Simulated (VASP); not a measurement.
# SmO3 (P6_3/m) in VASP: notebook

The runs below take SmO3 through single point, with PBE, LDA.

Program: VASP 6.6.1. These are calculated values, not measurements. Logs are shortened: lines on timing, memory, paths and dates and some standing lists are left out, and cuts for length are marked.

**1. The structure**

Symmetry: P6_3/m, No. 176, hexagonal system. Conventional cell: a = 6.717 Å, b = 6.717 Å, c = 3.520 Å, α = 90.00°, β = 90.00°, γ = 120.00°. Sm (site symmetry -6) has 9 O at 2.37 to 2.47 Å as nearest neighbours. Around O (site symmetry m) lie 2 O at 2.31 Å and 3 Sm at 2.37 to 2.47 Å.

The cell comes from a database or a generator and needn't be the stable form of this composition.

**2. Single point, PBE, collinear spin, ferromagnetic start**

run.py

```python
from ase.calculators.vasp import Vasp
from ase.dft.bandgap import bandgap
from ase.io import read

atoms = read('POSCAR')
atoms.set_initial_magnetic_moments([5.0, 5.0, 0.0, 0.0, 0.0, 0.0, 0.0, 0.0])
calc = Vasp(
    directory='calc',
    xc='lda',
    pp='PBE',
    setups={'base': 'minimal', 'Sm': '_3'},
    prec='Accurate',
    encut=600,
    ediff=1e-06,
    ismear=0,
    sigma=0.02,
    lreal=False,
    lasph=True,
    nelm=150,
    algo='Normal',
    isif=2,
    lwave=False,
    lcharg=True,
    ispin=2,
    lorbit=11,
    lmaxmix=6,
    lelf=True,
    lvhar=True,
    kpts=[5, 5, 8],
    gamma=True,
)
atoms.calc = calc

print('energy (eV):', atoms.get_potential_energy())
print('free energy (eV):', atoms.get_potential_energy(force_consistent=True))
print('forces (eV/A):')
print(atoms.get_forces())
print('stress (eV/A^3, Voigt):', atoms.get_stress())
print('Fermi level (eV):', calc.get_fermi_level())
print('moment (muB):', atoms.get_magnetic_moment())
print('site moments (muB):', atoms.get_magnetic_moments())
gap, top, bottom = bandgap(calc)
print('band gap (eV):', gap, 'from (spin, k, band)', top, 'to', bottom)
```

POSCAR

```
SmO3
1.0
    6.7172085324      0.0000000000      0.0000000000
   -3.3586042662      5.8172732316      0.0000000000
    0.0000000000      0.0000000000      3.5199500000
Sm O
2 6
Direct
    0.3333333333      0.6666666667      0.2500000000
    0.6666666667      0.3333333333      0.7500000000
    0.4295950000      0.0577780100      0.2500000000
    0.5704050000      0.9422219900      0.7500000000
    0.6281830100      0.5704050000      0.2500000000
    0.3718169900      0.4295950000      0.7500000000
    0.9422219900      0.3718169900      0.2500000000
    0.0577780100      0.6281830100      0.7500000000
```

Potentials or basis: VASP PAW PBE potentials, release 64 (Sm_3, O), 4f in core.

On the command line:

```console
> python run.py
```

Output:

```text
<dir> UserWarning: XC is set to LDA, but PP is set to PBE.
 Please check that this is really what you intended!

  warnings.warn("XC is set to LDA, but PP is set to "
energy (eV): -50.78043899
free energy (eV): -50.78043899
forces (eV/A):
[[ 0.         -0.          0.        ]
 [ 0.         -0.          0.        ]
 [ 0.01870422 -0.00356439  0.        ]
 [-0.01870422  0.00356439  0.        ]
 [-0.01243896 -0.01441613 -0.        ]
 [ 0.01243896  0.01441613 -0.        ]
 [-0.00626526  0.01798052  0.        ]
 [ 0.00626526 -0.01798052 -0.        ]]
stress (eV/A^3, Voigt): [ 1.56553585e-03  1.56553585e-03  2.24583735e-03 -0.00000000e+00
 -0.00000000e+00 -2.19145627e-07]
Fermi level (eV): -0.72642195
moment (muB): 6.0000963
site moments (muB): [-0.028 -0.028  0.836  0.836  0.836  0.836  0.836  0.836]
band gap (eV): 0.1945 from (spin, k, band) (np.int64(1), np.int64(4), np.int64(25)) to (np.int64(1), np.int64(7), np.int64(26))
```

OUTCAR:

```text
ENCUT = 600.000000
   EDIFF = 1.00e-06
   PREC = Accurate
   ISIF = 2
   ISMEAR = 0
   ISPIN = 2
   LORBIT = 11
   NELM = 150
   LASPH = .TRUE.
   LREAL = .FALSE.

 ion  position               nearest neighbor table
   1  0.333  0.667  0.250-   3 2.37   7 2.37   5 2.37   8 2.47   8 2.47   4 2.47   4 2.47   6 2.47
                             6 2.47
   2  0.667  0.333  0.750-   4 2.37   8 2.37   6 2.37   7 2.47   7 2.47   3 2.47   3 2.47   5 2.47
                             5 2.47
   3  0.430  0.058  0.250-   1 2.37   2 2.47   2 2.47
   4  0.570  0.942  0.750-   2 2.37   1 2.47   1 2.47
   5  0.628  0.570  0.250-   1 2.37   2 2.47   2 2.47
   6  0.372  0.430  0.750-   2 2.37   1 2.47   1 2.47
   7  0.942  0.372  0.250-   1 2.37   2 2.47   2 2.47
   8  0.058  0.628  0.750-   2 2.37   1 2.47   1 2.47

  LATTYP: Found a hexagonal cell.
 ALAT       =     6.7172085324
 C/A-ratio  =     0.5240197596

  Lattice vectors:

 A1 = (   6.7172085324,   0.0000000000,   0.0000000000)
 A2 = (  -3.3586042662,   5.8172732316,   0.0000000000)
 A3 = (   0.0000000000,   0.0000000000,   3.5199500000)

Analysis of symmetry for initial positions (statically):
=====================================================================
 Subroutine PRICEL returns:
 Original cell was already a primitive cell.

 Routine SETGRP: Setting up the symmetry group for a
 hexagonal supercell.

 Subroutine GETGRP returns: Found 12 space group operations
 (whereof  6 operations were pure point group operations)
 out of a pool of 24 trial point group operations.

The static configuration has the point symmetry S_6 .
 The point group associated with its full space group is C_6h.

Analysis of symmetry for dynamics (positions and initial velocities):
=====================================================================
 Subroutine PRICEL returns:
 Original cell was already a primitive cell.

 Routine SETGRP: Setting up the symmetry group for a
 hexagonal supercell.

 Subroutine GETGRP returns: Found 12 space group operations
 (whereof  6 operations were pure point group operations)
 out of a pool of 24 trial point group operations.

The dynamic configuration has the point symmetry S_6 .
 The point group associated with its full space group is C_6h.

Analysis of structural, dynamic, and magnetic symmetry:
=====================================================================
 Subroutine PRICEL returns:
 Original cell was already a primitive cell.

 Routine SETGRP: Setting up the symmetry group for a
 hexagonal supercell.

 Subroutine GETGRP returns: Found 12 space group operations
 (whereof  6 operations were pure point group operations)
 out of a pool of 24 trial point group operations.

The overall configuration has the point symmetry S_6 .
 The point group associated with its full space group is C_6h.

 Subroutine INISYM returns: Found 12 space group operations
 (whereof  6 operations are pure point group operations),
 and found     1 'primitive' translations

----------------------------------------------------------------------------------------

                                     Primitive cell

  volume of cell :     137.5450

  direct lattice vectors                    reciprocal lattice vectors
     6.717208532  0.000000000  0.000000000     0.148871365  0.085950922  0.000000000
    -3.358604266  5.817273232  0.000000000     0.000000000  0.171901845  0.000000000
     0.000000000  0.000000000  3.519950000     0.000000000  0.000000000  0.284094945

  length of vectors
     6.717208532  6.717208532  3.519950000     0.171901845  0.171901845  0.284094945

  position of ions in fractional coordinates (direct lattice)
     0.333333333  0.666666667  0.250000000
     0.666666667  0.333333333  0.750000000
     0.429595000  0.057778010  0.250000000
     0.570405000  0.942221990  0.750000000
     0.628183010  0.570405000  0.250000000
[... 85 lines left out ...]
   EDIFF  = 0.1E-05   stopping-criterion for ELM
   LREAL  =      F    real-space projection
   EDIFFG = 0.1E-04   stopping-criterion for IOM
   NSW    =      0    number of steps for IOM
   IBRION =     -1    ionic relax: 0-MD 1-quasi-New 2-CG
   NFREE  =      0    steps in history (QN), initial steepest desc. (CG)
   ISIF   =      2    stress and relaxation
   ISYM   =      2    0-nonsym 1-usesym 2-fastsym
   POTIM  = 0.5000    time-step for ionic-motion
   TEBEG  =    0.0;   TEEND  =   0.0 temperature during run
   PSTRESS=    0.0 pullay stress
   NELECT =      58.0000    total number of electrons
   NUPDOWN=      -1.0000    fix difference up-down
   EMIN   =  10.00;   EMAX   =-10.00  energy-range for DOS
   EFERMI =   0.00;   METHOD = LEGACY
   ISMEAR =     0;   SIGMA  =   0.02  broadening in eV -4-tet -1-fermi 0-gaus
   EFERMI_NEDOS =   21; number of points for ismear=-14 and -15
   IALGO  =     38    algorithm
   IMIX   =      4    mixing-type and parameters
     AMIX     =   0.40;   BMIX     =  1.00
     AMIX_MAG =   1.60;   BMIX_MAG =  1.00
  volume/ion in A,a.u.               =      17.19       116.02
  Fermi-wavevector in a.u.,A,eV,Ry     =   1.227635  2.319894 20.505170  1.507087
  Thomas-Fermi vector in A             =   2.362591
   LORBIT       =     11    0 simple, 1 ext, 2 COOP (PROOUT), +10 PAW based schemes
   GGA     = PE    functional components
   LHFCALC =     F    Hartree Fock is set to
   AEXX    =    0.0000 exact exchange contribution
   IVDW    =     0    specifies the selected vdW correction
   LEPSILON=     F    determine dielectric tensor
   LRPA    =     F    only Hartree local field effects (RPA)
 spin polarized calculation
 Gauss-broadening in eV      SIGMA  =   0.02
  energy-cutoff  :      600.00
  volume of cell :      137.54
 maximum number of plane-waves:      4658
 NGX is ok and might be reduce to    54
   NGX = 27   NGY = 27   NGZ = 15

 number of electron      58.0000000 magnetization      10.0000000

 number of electron      58.0000001 magnetization       6.0000963

 Free energy of the ion-electron system (eV)
  ---------------------------------------------------
  ext. energy  EPLUGINS =         0.00000000
  ---------------------------------------------------
  free energy    TOTEN  =       -50.78043899 eV

  energy without entropy =      -50.78043899  energy(sigma->0) =      -50.78043899

 E-fermi :  -0.7264     XC(G=0):  -8.8402

 val. band max:       -0.8321174863   @ k =   0.4000   0.2000   0.0000
 cond. band min:      -0.6376019654   @ k =   0.4000  -0.0000   0.1250
 fundamental gap:      0.1945155209
 Fermi energy:        -0.7264219534

 spin component 1

 k-point     1 :       0.0000    0.0000    0.0000
  band No.  band energies     occupation
      1     -39.1944      1.00000
      2     -39.1663      1.00000
      3     -20.4266      1.00000
      4     -20.4266      1.00000
      5     -18.9245      1.00000
      6     -18.9245      1.00000
[... 997 lines left out ...]
     38       7.3515      0.00000
     39       7.9629      0.00000

 [... further k-points ...]

 spin component 2

 k-point     1 :       0.0000    0.0000    0.0000
  band No.  band energies     occupation
      1     -39.2002      1.00000
      2     -39.1747      1.00000
      3     -19.8429      1.00000
      4     -19.8429      1.00000
      5     -18.8021      1.00000
      6     -18.8021      1.00000
[... 997 lines left out ...]
     38       7.6121      0.00000
     39       8.2321      0.00000

 [... further k-points ...]

------------------------ aborting loop because EDIFF is reached ----------------------------------------

  FORCE on cell =-STRESS in cart. coord.  units (eV):
  Direction    XX          YY          ZZ          XY          YZ          ZX
  --------------------------------------------------------------------------------------
  -------------------------------------------------------------------------------------
  Total       -0.2153315     -0.2153315     -0.3089035     -0.0000301      0.0000000      0.0000000
  in kB       -2.5082649     -2.5082649     -3.5982281     -0.0003511      0.0000000      0.0000000
  external PRESSURE =      -2.8715860 kB  Pullay stress =       0.0000000 kB

 VOLUME and BASIS-vectors are now :
 -----------------------------------------------------------------------------
  energy-cutoff  :      600.00
  volume of cell :      137.54
      direct lattice vectors                 reciprocal lattice vectors
     6.717208532  0.000000000  0.000000000     0.148871365  0.085950922  0.000000000
    -3.358604266  5.817273232  0.000000000     0.000000000  0.171901845  0.000000000
     0.000000000  0.000000000  3.519950000     0.000000000  0.000000000  0.284094945

 POSITION                                       TOTAL-FORCE (eV/Angst)
 -----------------------------------------------------------------------------------
     -0.00000      3.87818      0.87999         0.000000     -0.000000      0.000000
      3.35860      1.93909      2.63996         0.000000     -0.000000      0.000000
      2.69163      0.33611      0.87999         0.018704     -0.003564      0.000000
      0.66698      5.48116      2.63996        -0.018704      0.003564      0.000000
      2.30387      3.31820      0.87999        -0.012439     -0.014416     -0.000000
      1.05473      2.49907      2.63996         0.012439      0.014416     -0.000000
      5.08032      2.16296      0.87999        -0.006265      0.017981      0.000000
     -1.72171      3.65431      2.63996         0.006265     -0.017981     -0.000000
 -----------------------------------------------------------------------------------
    total drift:                                0.000000     -0.000000      0.000000

  FREE ENERGIE OF THE ION-ELECTRON SYSTEM (eV)
  ---------------------------------------------------
  free  energy   TOTEN  =       -50.7804389851 eV

  energy  without entropy=      -50.7804389851  energy(sigma->0) =      -50.78043899

 total charge

# of ion       s       p       d       tot
------------------------------------------
    1        2.128   6.000   0.827   8.955
    2        2.128   6.000   0.827   8.955
    3        1.593   3.229   0.000   4.822
    4        1.593   3.229   0.000   4.822
    5        1.593   3.229   0.000   4.822
    6        1.593   3.229   0.000   4.822
    7        1.593   3.229   0.000   4.822
    8        1.593   3.229   0.000   4.822
--------------------------------------------------
tot         13.812  31.377   1.654  46.842

 magnetization (x)

# of ion       s       p       d       tot
------------------------------------------
    1       -0.006   0.007  -0.028  -0.028
    2       -0.006   0.007  -0.028  -0.028
    3        0.013   0.823   0.000   0.836
    4        0.013   0.823   0.000   0.836
    5        0.013   0.823   0.000   0.836
    6        0.013   0.823   0.000   0.836
    7        0.013   0.823   0.000   0.836
    8        0.013   0.823   0.000   0.836
--------------------------------------------------
tot          0.065   4.952  -0.056   4.960
```

INCAR:

```text
ENCUT = 600.000000
SIGMA = 0.020000
EDIFF = 1.00e-06
ALGO = Normal
PREC = Accurate
ISIF = 2
ISMEAR = 0
ISPIN = 2
LMAXMIX = 6
LORBIT = 11
NELM = 150
LASPH = .TRUE.
LCHARG = .TRUE.
LELF = .TRUE.
LVHAR = .TRUE.
LWAVE = .FALSE.
LREAL = .FALSE.
MAGMOM = 2*5.0000 6*0.0000
```

Run time: 4.7 min. Hardware: 1 thread of Intel Xeon Platinum 8488C (Sapphire Rapids), shared host; peak memory 0.47 GiB.

What came out:

```yaml
Free_energy: -50.7804 eV
Pressure: -0.3 GPa
Largest_force: 0.019 eV/Å
Band_gap_on_the_k_mesh: 0.19 eV, indirect (least direct gap 0.27 eV)
Net_moment: 6.00 μB per cell
Site_moments: Sm -0.03; O +0.84 μB
Valence_electrons_inside_the_program's_atomic_spheres: Sm 8.96; O 4.82
```

Forces on the atoms (eV/Å):
```
Sm   0.000  0.000  0.000
Sm   0.000  0.000  0.000
O    0.019 -0.004  0.000
O   -0.019  0.004  0.000
O   -0.012 -0.014  0.000
O    0.012  0.014  0.000
O   -0.006  0.018  0.000
O    0.006 -0.018  0.000
```

Stress tensor (GPa, compression positive):
```
-0.25  0.00  0.00
 0.00 -0.25  0.00
 0.00  0.00 -0.36
```

Levels at points of the mesh, in eV from the valence-band top:
Spin up:
```csv
k point,band 28,band 29,band 30,band 31,band 32,band 33,band 34,band 35,band 36,band 37
"(0.00, 0.00, 0.00)",-1.29,-1.29,-1.20,-1.20,-0.58,5.40,6.46,7.01,7.01,7.26
"(0.00, 0.00, 0.50)",-1.06,-0.73,-0.73,-0.73,-0.73,7.71,7.71,7.71,7.71,8.14
```
Spin down:
| k point | band 22 | band 23 | band 24 | band 25 | band 26 | band 27 | band 28 | band 29 | band 30 | band 31 |
| --- | --- | --- | --- | --- | --- | --- | --- | --- | --- | --- |
| (0.00, 0.00, 0.00) | -1.21 | -1.21 | -0.80 | -0.12 | -0.12 | 0.27 | 0.27 | 0.48 | 0.48 | 0.64 |
| (0.00, 0.00, 0.50) | -1.44 | -1.44 | -1.44 | -0.99 | -0.99 | 0.97 | 0.97 | 1.31 | 1.31 | 1.31 |

Caveat: ASE's xc='lda' writes no GGA tag, so the PBE potentials set the functional and the run is PBE; the magnetic or orbital state may not be the lowest; spin-orbit coupling is left out, which moves the levels of the heavy elements; an odd mesh through Γ misses points on the zone boundary, where band edges often lie; the 4f electrons are frozen in the core as for a trivalent ion, so they carry no moment and show no levels.

**3. Single point, LDA, collinear spin, ferromagnetic start**

INCAR

```
SYSTEM = SmO3
  ALGO = Normal
  EDIFF = 1E-6
  ENCUT = 600
  GGA = CA
  ISIF = 2
  ISMEAR = 0
  ISPIN = 2
  LASPH = .TRUE.
  LCHARG = .TRUE.
  LELF = .TRUE.
  LMAXMIX = 6
  LORBIT = 11
  LREAL = .FALSE.
  LVHAR = .TRUE.
  LWAVE = .FALSE.
  MAGMOM = 5 5 0 0 0 0 0 0
  NBANDS = 43
  NELM = 100
  PREC = Accurate
  SIGMA = 0.02
```

KPOINTS

```
k-points
0
G
  5 5 8
  0 0 0
```

POSCAR

```
SmO3
1.0
    6.7172085324      0.0000000000      0.0000000000
   -3.3586042662      5.8172732316      0.0000000000
    0.0000000000      0.0000000000      3.5199500000
Sm O
2 6
Cartesian
   -0.0000000003      3.8781821546      0.8799875000
    3.3586042665      1.9390910770      2.6399625000
    2.6916257286      0.3361104709      0.8799875000
    0.6669785376      5.4811627607      2.6399625000
    2.3038716082      3.3182017377      0.8799875000
    1.0547326580      2.4990714939      2.6399625000
    5.0803154618      2.1629610230      0.8799875000
   -1.7217111956      3.6543122086      2.6399625000
```

Potentials or basis: VASP PAW PBE potentials, release 64 (Sm_3, O), 4f in core.

On the command line:

```console
> cat potpaw_PBE.64/Sm_3/POTCAR potpaw_PBE.64/O/POTCAR > POTCAR
> mpirun -np 1 vasp_std > vasp.out
```

Wall time 4.9 min (1 thread of Intel Xeon Platinum 8488C (Sapphire Rapids), shared host); peak memory 0.39 GiB.

The run converged. Its results:

```
Free energy                                           : -55.8212 eV
Pressure                                              : -7.3 GPa
Largest force                                         : 0.440 eV/Å
Band gap on the k mesh                                : 0.05 eV, indirect (least direct gap 0.13 eV)
Net moment                                            : 6.00 μB per cell
Site moments                                          : Sm -0.03; O +0.83 μB
Valence electrons inside the program's atomic spheres : Sm 8.97; O 4.78
```

Forces in eV/Å, atoms in the order of the input:
```
Sm   0.000  0.000  0.000
Sm   0.000  0.000  0.000
O    0.440  0.018  0.000
O   -0.440 -0.018  0.000
O   -0.204 -0.390  0.000
O    0.204  0.390  0.000
O   -0.236  0.372  0.000
O    0.236 -0.372  0.000
```

Stress tensor (GPa, compression positive):
```
-7.10  0.00  0.00
 0.00 -7.10  0.00
 0.00  0.00 -7.63
```

Levels at points of the mesh, in eV from the valence-band top:
Spin up:
| k point | band 28 | band 29 | band 30 | band 31 | band 32 | band 33 | band 34 | band 35 | band 36 | band 37 |
| --- | --- | --- | --- | --- | --- | --- | --- | --- | --- | --- |
| (0.00, 0.00, 0.00) | -1.23 | -1.21 | -1.21 | -1.19 | -0.44 | 5.31 | 6.36 | 6.90 | 6.90 | 7.15 |
| (0.00, 0.00, 0.50) | -0.90 | -0.58 | -0.58 | -0.58 | -0.58 | 7.65 | 7.65 | 7.65 | 7.65 | 8.04 |
Spin down:
```tsv
k point	band 22	band 23	band 24	band 25	band 26	band 27	band 28	band 29	band 30	band 31
(0.00, 0.00, 0.00)	-1.13	-1.13	-0.94	-0.07	-0.07	0.17	0.17	0.35	0.35	0.47
(0.00, 0.00, 0.50)	-1.34	-1.34	-1.34	-0.92	-0.92	0.82	0.82	1.17	1.17	1.17
```

Caveat: the magnetic or orbital state may not be the lowest; the PAW data sets were made with another functional, which shifts forces and pressure a little; spin-orbit coupling is left out, which moves the levels of the heavy elements; an odd mesh through Γ misses points on the zone boundary, where band edges often lie; the 4f electrons are frozen in the core as for a trivalent ion, so they carry no moment and show no levels. The state reached can hang on the start; a lower one may exist.
